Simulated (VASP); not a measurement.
Input of a VASP 6.6.1 run:

INCAR

```
SYSTEM = Cu12CO
  PREC = Accurate
  ENCUT = 520
  EDIFF = 1E-6
  ISMEAR = 0
  SIGMA = 0.1
  LREAL = .False.
  LASPH = .True.
  NELM = 100
  ALGO = Fast
  ISIF = 2
  LWAVE = .False.
  LCHARG = .False.
  LDIPOL = .True.
  IDIPOL = 3
  DIPOL = 0.5 0.5 0.528
  GGA = PE
  IBRION = 2
  NSW = 100
  EDIFFG = -0.01
```

File KPOINTS:

```
Automatic mesh
0
Gamma
  4 4 1
  0 0 0
```

File POSCAR:

```
Cu12CO
1.0
    5.1123820280      0.0000000000      0.0000000000
    2.5561910140      4.4274527101      0.0000000000
    0.0000000000      0.0000000000     20.1742424462
Cu C O
12 1 1
Selective dynamics
Direct
    0.1666666667      0.1666666667      0.3965452493  F F F
    0.6666666667      0.1666666667      0.3965452493  F F F
    0.1666666667      0.6666666667      0.3965452493  F F F
    0.6666666667      0.6666666667      0.3965452493  F F F
   -0.1666666667      0.3333333333      0.5000000000  T T T
    0.3333333333      0.3333333333      0.5000000000  T T T
   -0.1666666667      0.8333333333      0.5000000000  T T T
    0.3333333333      0.8333333333      0.5000000000  T T T
    0.0000000000      0.0000000000      0.6034547507  T T T
    0.5000000000      0.0000000000      0.6034547507  T T T
    0.0000000000      0.5000000000      0.6034547507  T T T
    0.5000000000      0.5000000000      0.6034547507  T T T
    0.1666666667      0.1666666667      0.6703717615  T T T
    0.1666666667      0.1666666667      0.7283665042  T T T
```

Potentials or basis: VASP PAW PBE potentials, release 64 (Cu, C, O).

The run is started by

```console
$ cat potpaw_PBE.64/Cu/POTCAR potpaw_PBE.64/C/POTCAR potpaw_PBE.64/O/POTCAR > POTCAR
$ mpirun -np 1 vasp_std > vasp.out
```

Q: Predict the energy gained by relaxing.

A: 3.4 meV/atom.

Q: Predict the band gap on the k mesh.

A: 0.06 eV, indirect (least direct gap 0.09 eV).

Step by step:
| step | energy change (eV) | largest force (eV/Å) | pressure (GPa) |
| --- | --- | --- | --- |
| 1 | 0.0000 | 1.4350 | -0.08 |
| 2 | 0.3354 | 6.1603 | -1.15 |
| 3 | -0.0117 | 0.4305 | -0.28 |
| 4 | -0.0279 | 0.2486 | -0.36 |
| 5 | -0.0310 | 0.2174 | -0.33 |
| 6 | -0.0327 | 0.8474 | -0.20 |
| 7 | -0.0334 | 0.5191 | -0.24 |
| 8 | -0.0349 | 0.4906 | -0.24 |
| 9 | -0.0387 | 0.4091 | -0.26 |
| 10 | -0.0438 | 0.2467 | -0.28 |
| 11 | -0.0438 | 0.2841 | -0.24 |
| 12 | -0.0455 | 0.0895 | -0.27 |
| 13 | -0.0460 | 0.0924 | -0.27 |
| 14 | -0.0469 | 0.1150 | -0.28 |
| 15 | -0.0474 | 0.1614 | -0.28 |
| 16 | -0.0474 | 0.1474 | -0.27 |
| 17 | -0.0468 | 0.3901 | -0.23 |
| 18 | -0.0475 | 0.0422 | -0.26 |
| 19 | -0.0476 | 0.0413 | -0.26 |
| 20 | -0.0478 | 0.0395 | -0.27 |
| 21 | -0.0479 | 0.0365 | -0.29 |
| 22 | -0.0478 | 0.1573 | -0.32 |
| 23 | -0.0479 | 0.0388 | -0.32 |
| 24 | -0.0479 | 0.0364 | -0.31 |
| 25 | -0.0480 | 0.0371 | -0.36 |
| 26 | -0.0481 | 0.0382 | -0.32 |
| 27 | -0.0481 | 0.0373 | -0.33 |
| 28 | -0.0482 | 0.0514 | -0.39 |
| 29 | -0.0482 | 0.0698 | -0.36 |
| 30 | -0.0482 | 0.0620 | -0.36 |
| 31 | -0.0483 | 0.0401 | -0.37 |
| 32 | -0.0483 | 0.0343 | -0.35 |

Caveat: the standard files for N, O and F lose accuracy on very short bonds. PBE gaps usually lie below the measured ones, often by a third to a half.
